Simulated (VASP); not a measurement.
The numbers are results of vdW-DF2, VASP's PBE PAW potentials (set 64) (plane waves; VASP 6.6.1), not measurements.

VASP input:

POSCAR:
```
Ru
1
    1.3550000000    -2.3469290000     0.0000000000
    1.3550000000     2.3469290000     0.0000000000
    0.0000000000     0.0000000000     4.2800000000
Ru
2
Direct
  0.3333330000   0.6666670000   0.2500000000
  0.6666670000   0.3333330000   0.7500000000
```

**KPOINTS**
```
kpoints
0
Gamma
 14 14 8
```

**INCAR**
```
AGGAC = 0.0
ALGO = Normal
EDIFF = 1E-6
EDIFFG = -0.01
ENCUT = 520
GGA = ML
IBRION = 2
ISIF = 3
ISMEAR = 1
LASPH = .TRUE.
LCHARG = .FALSE.
LMAXMIX = 4
LREAL = .FALSE.
LUSE_VDW = .TRUE.
LWAVE = .FALSE.
NELM = 100
NSW = 60
PREC = Accurate
SIGMA = 0.1
SYSTEM = Ru
ZAB_VDW = -1.8867
```

POTCAR, in this order: Ru_pv (PBE.64 set). Program: vasp_std.

The run wrote:

File OSZICAR:
```
       N       E                     dE             d eps       ncg     rms          rms(c)
DAV:   1     0.295054168324E+03    0.29505E+03   -0.18221E+04  4328   0.173E+03
DAV:   2    -0.387280050298E+01   -0.29893E+03   -0.29334E+03  4614   0.495E+02
DAV:   3    -0.104748681826E+02   -0.66021E+01   -0.64241E+01  4514   0.789E+01
DAV:   4    -0.105384652462E+02   -0.63597E-01   -0.63474E-01  5430   0.698E+00
DAV:   5    -0.105393773099E+02   -0.91206E-03   -0.91202E-03  4724   0.736E-01    0.154E+01
DAV:   6    -0.968473257998E+01    0.85464E+00   -0.22839E+00  4364   0.161E+01    0.467E+00
DAV:   7    -0.962567279157E+01    0.59060E-01   -0.18534E-01  4402   0.426E+00    0.125E+00
DAV:   8    -0.962194099044E+01    0.37318E-02   -0.13377E-02  4344   0.143E+00    0.271E-01
DAV:   9    -0.962155710886E+01    0.38388E-03   -0.19874E-04  5592   0.163E-01    0.582E-02
DAV:  10    -0.962158520670E+01   -0.28098E-04   -0.56921E-05  4416   0.929E-02    0.108E-02
DAV:  11    -0.962158386921E+01    0.13375E-05   -0.34846E-06  4536   0.199E-02    0.194E-03
DAV:  12    -0.962158492216E+01   -0.10530E-05   -0.64950E-08  2232   0.214E-03    0.619E-04
DAV:  13    -0.962158537991E+01   -0.45775E-06   -0.16300E-08  2196   0.969E-04
   1 F= -.96215854E+01 E0= -.96212933E+01  d E =-.962159E+01
       N       E                     dE             d eps       ncg     rms          rms(c)
DAV:   1    -0.603994251753E+02   -0.50778E+02   -0.10995E+03  4324   0.414E+02    0.104E+02
DAV:   2    -0.875665446219E+01    0.51643E+02   -0.14699E+02  4320   0.115E+02    0.428E+01
DAV:   3    -0.838216430768E+01    0.37449E+00   -0.30883E+00  4386   0.160E+01    0.308E+01
DAV:   4    -0.878842202581E+01   -0.40626E+00   -0.25182E-01  4454   0.324E+00    0.110E+01
DAV:   5    -0.886685434622E+01   -0.78432E-01   -0.82297E-02  4598   0.163E+00    0.542E-01
DAV:   6    -0.886753599377E+01   -0.68165E-03   -0.39151E-03  5820   0.401E-01    0.208E-01
DAV:   7    -0.886757876110E+01   -0.42767E-04   -0.16771E-04  4906   0.877E-02    0.947E-02
DAV:   8    -0.886756076072E+01    0.18000E-04   -0.22062E-05  4552   0.365E-02    0.260E-03
DAV:   9    -0.886756094543E+01   -0.18471E-06   -0.14499E-06  2490   0.916E-03
   2 F= -.88675609E+01 E0= -.88672460E+01  d E =0.754024E+00
       N       E                     dE             d eps       ncg     rms          rms(c)
DAV:   1    -0.336079883379E+02   -0.24740E+02   -0.46752E+02  4328   0.238E+02    0.580E+01
DAV:   2    -0.103497938855E+02    0.23258E+02   -0.72631E+01  4320   0.911E+01    0.146E+01
DAV:   3    -0.963194872442E+01    0.71785E+00   -0.35786E+00  4388   0.175E+01    0.115E+01
DAV:   4    -0.977158787460E+01   -0.13964E+00   -0.12922E-01  4434   0.271E+00    0.450E+00
DAV:   5    -0.981173065730E+01   -0.40143E-01   -0.59545E-02  4596   0.154E+00    0.354E-01
DAV:   6    -0.981132959669E+01    0.40106E-03   -0.33041E-03  5986   0.361E-01    0.114E-01
DAV:   7    -0.981131831758E+01    0.11279E-04   -0.18222E-04  4614   0.139E-01    0.467E-02
DAV:   8    -0.981131975647E+01   -0.14389E-05   -0.14015E-05  4956   0.397E-02    0.151E-02
DAV:   9    -0.981132291086E+01   -0.31544E-05   -0.14180E-06  3416   0.956E-03    0.251E-03
DAV:  10    -0.981132315654E+01   -0.24568E-06   -0.52869E-08  2172   0.185E-03
   3 F= -.98113232E+01 E0= -.98109998E+01  d E =-.189738E+00
       N       E                     dE             d eps       ncg     rms          rms(c)
DAV:   1    -0.983596293484E+01   -0.24640E-01   -0.47752E-01  4326   0.833E+00    0.113E+00
DAV:   2    -0.981278372895E+01    0.23179E-01   -0.75388E-02  4326   0.285E+00    0.182E-01
DAV:   3    -0.981254785341E+01    0.23588E-03   -0.27347E-03  4352   0.475E-01    0.113E-01
DAV:   4    -0.981276110593E+01   -0.21325E-03   -0.24808E-04  4422   0.146E-01    0.150E-02
DAV:   5    -0.981276003462E+01    0.10713E-05   -0.22181E-05  5042   0.426E-02    0.919E-03
DAV:   6    -0.981275522803E+01    0.48066E-05   -0.17644E-06  3282   0.108E-02    0.194E-03
DAV:   7    -0.981275652962E+01   -0.13016E-05   -0.13495E-07  2166   0.358E-03    0.709E-04
DAV:   8    -0.981275666615E+01   -0.13653E-06   -0.30764E-08  2162   0.125E-03
   4 F= -.98127567E+01 E0= -.98124349E+01  d E =-.191171E+00
       N       E                     dE             d eps       ncg     rms          rms(c)
DAV:   1    -0.981425483735E+01   -0.14983E-02   -0.30471E-02  4326   0.211E+00    0.283E-01
DAV:   2    -0.981277232767E+01    0.14825E-02   -0.48205E-03  4326   0.721E-01    0.460E-02
DAV:   3    -0.981275958454E+01    0.12743E-04   -0.16976E-04  4348   0.118E-01    0.276E-02
DAV:   4    -0.981277654317E+01   -0.16959E-04   -0.16471E-05  4426   0.374E-02    0.395E-03
DAV:   5    -0.981277557330E+01    0.96987E-06   -0.16420E-06  2280   0.130E-02
   5 F= -.98127756E+01 E0= -.98124541E+01  d E =-.191190E+00
       N       E                     dE             d eps       ncg     rms          rms(c)
DAV:   1    -0.981974147224E+01   -0.69649E-02   -0.26275E-01  4364   0.445E+00    0.509E-01
DAV:   2    -0.981418213174E+01    0.55593E-02   -0.79901E-03  4350   0.824E-01    0.207E-01
DAV:   3    -0.981309049636E+01    0.10916E-02   -0.37352E-03  5152   0.410E-01    0.435E-02
DAV:   4    -0.981309223166E+01   -0.17353E-05   -0.12023E-04  5042   0.127E-01    0.223E-02
DAV:   5    -0.981309766667E+01   -0.54350E-05   -0.11277E-05  5084   0.232E-02    0.930E-03
DAV:   6    -0.981309907232E+01   -0.14057E-05   -0.14872E-06  2478   0.137E-02    0.121E-03
DAV:   7    -0.981309901722E+01    0.55105E-07   -0.10945E-07  2172   0.359E-03
   6 F= -.98130990E+01 E0= -.98128819E+01  d E =-.323444E-03
       N       E                     dE             d eps       ncg     rms          rms(c)
DAV:   1    -0.981363368615E+01   -0.53461E-03   -0.19118E-02  4364   0.120E+00    0.137E-01
DAV:   2    -0.981323476369E+01    0.39892E-03   -0.57465E-04  4350   0.222E-01    0.563E-02
DAV:   3    -0.981315096975E+01    0.83794E-04   -0.27740E-04  5126   0.112E-01    0.118E-02
DAV:   4    -0.981315137977E+01   -0.41002E-06   -0.89449E-06  4860   0.347E-02
   7 F= -.98131514E+01 E0= -.98129026E+01  d E =-.375806E-03
       N       E                     dE             d eps       ncg     rms          rms(c)
DAV:   1    -0.981315371121E+01   -0.27415E-05   -0.19336E-04  4352   0.121E-01    0.129E-02
DAV:   2    -0.981315032944E+01    0.33818E-05   -0.52387E-06  3568   0.212E-02    0.537E-03
DAV:   3    -0.981314910650E+01    0.12229E-05   -0.25893E-06  2916   0.109E-02    0.126E-03
DAV:   4    -0.981314898633E+01    0.12016E-06   -0.19466E-07  2160   0.407E-03
   8 F= -.98131490E+01 E0= -.98128970E+01  d E =-.373413E-03
       N       E                     dE             d eps       ncg     rms          rms(c)
DAV:   1    -0.981464883610E+01   -0.14997E-02   -0.31125E-02  4326   0.213E+00    0.283E-01
DAV:   2    -0.981313351877E+01    0.15153E-02   -0.49524E-03  4326   0.730E-01    0.464E-02
DAV:   3    -0.981311965902E+01    0.13860E-04   -0.16602E-04  4352   0.117E-01    0.273E-02
DAV:   4    -0.981312827572E+01   -0.86167E-05   -0.16600E-05  4428   0.371E-02    0.385E-03
DAV:   5    -0.981312915859E+01   -0.88287E-06   -0.12004E-06  2258   0.111E-02
   9 F= -.98131292E+01 E0= -.98128755E+01  d E =0.198277E-04
       N       E                     dE             d eps       ncg     rms          rms(c)
DAV:   1    -0.981377835111E+01   -0.65008E-03   -0.12750E-02  4326   0.136E+00    0.183E-01
DAV:   2    -0.981315631663E+01    0.62203E-03   -0.20246E-03  4326   0.467E-01    0.299E-02
DAV:   3    -0.981315120429E+01    0.51123E-05   -0.71362E-05  4360   0.767E-02    0.179E-02
DAV:   4    -0.981315939738E+01   -0.81931E-05   -0.68667E-06  4354   0.241E-02    0.248E-03
DAV:   5    -0.981315876110E+01    0.63629E-06   -0.65526E-07  2174   0.831E-03
  10 F= -.98131588E+01 E0= -.98129061E+01  d E =-.977476E-05
```

File OUTCAR:
```
------------------------ aborting loop because EDIFF is reached ----------------------------------------
  FORCE on cell =-STRESS in cart. coord.  units (eV):
  Direction    XX          YY          ZZ          XY          YZ          ZX
  --------------------------------------------------------------------------------------
  Total        0.0117379      0.0117379     -0.0009302     -0.0000000      0.0000000      0.0000000
  in kB        0.6330144      0.6330145     -0.0501666     -0.0000000      0.0000000      0.0000000
  external PRESSURE =       0.4052875 kB  Pullay stress =       0.0000000 kB
  volume of cell :       29.71
      direct lattice vectors                 reciprocal lattice vectors
     1.396894586 -2.419492566  0.000000000     0.357936816 -0.206654902  0.000000000
     1.396894586  2.419492566  0.000000000     0.357936816  0.206654902  0.000000000
    -0.000000000  0.000000000  4.395111112    -0.000000000  0.000000000  0.227525533
 POSITION                                       TOTAL-FORCE (eV/Angst)
 -----------------------------------------------------------------------------------
      1.39689      0.80650      1.09878        -0.000000      0.000000      0.000000
      1.39689     -0.80650      3.29633         0.000000     -0.000000      0.000000
 -----------------------------------------------------------------------------------
    total drift:                               -0.000000      0.000554     -0.000045
  FREE ENERGIE OF THE ION-ELECTRON SYSTEM (eV)
  ---------------------------------------------------
  free  energy   TOTEN  =        -9.8131587611 eV

  energy  without entropy=       -9.8124008058  energy(sigma->0) =       -9.81290611

 reached required accuracy - stopping structural energy minimisation
```
(Selected blocks of OUTCAR.)

File CONTCAR:
```
Ru
   1.00000000000000
     1.3968945857799682   -2.4194925656314625    0.0000000000000000
     1.3968945857799682    2.4194925656314625    0.0000000000000000
    -0.0000000000000000    0.0000000000000000    4.3951111115145487
  Ru
     2
Direct
     0.3333330000000032    0.6666669999999968    0.2500000000000000
     0.6666669999999968    0.3333330000000032    0.7500000000000000
```

OUTCAR:
```
 val. band max:       11.4716803757   @ k =   0.2857   0.1429   0.1250

 cond. band min:      11.4847499551   @ k =   0.0714   0.0000   0.3750


 Fermi energy:        11.4720511031

 k-point     1 :       0.0000    0.0000    0.0000
  band No.  band energies     occupation
      1     -31.9148      2.00000
      2     -31.2200      2.00000
      3     -31.2200      2.00000
      4     -31.0883      2.00000
      5     -31.0883      2.00000
      6     -31.0646      2.00000
      7       4.2633      2.00000
      8       6.0645      2.00000
      9       9.2367      2.00000
     10       9.2367      2.00000
     11       9.4300      2.00000
     12       9.8240      2.00000
     13       9.8240      2.00000
     14      10.2157      2.00000
     15      10.2157      2.00000
     16      12.4838     -0.00000
     17      12.4838     -0.00000
     18      13.0782     -0.00000

 k-point     2 :       0.0714    0.0000    0.0000
  band No.  band energies     occupation
      1     -31.9020      2.00000
      2     -31.2461      2.00000
      3     -31.2290      2.00000
      4     -31.1158      2.00000
      5     -31.0920      2.00000
      6     -31.0708      2.00000
      7       4.4354      2.00000
      8       6.1916      2.00000
      9       8.9557      2.00000
     10       9.3698      2.00000
     11       9.6721      2.00000
     12       9.7643      2.00000
     13       9.9455      2.00000
     14      10.0623      2.00000
     15      10.1186      2.00000
     16      11.4944      0.63168
     17      12.5427     -0.00000
     18      14.3011      0.00000

 k-point     3 :       0.1429    0.0000    0.0000
  band No.  band energies     occupation
      1     -31.8650      2.00000
      2     -31.3193      2.00000
      3     -31.2537      2.00000
      4     -31.1916      2.00000
      5     -31.1027      2.00000
      6     -31.0895      2.00000
      7       4.9223      2.00000
      8       6.5157      2.00000
      9       8.5766      2.00000
...
```

Energy and stress use the plane-wave basis of the starting cell.

The compound is Ru in the hcp structure. This run relaxes it. Symmetry was kept, so distortions that lower it aren't found.
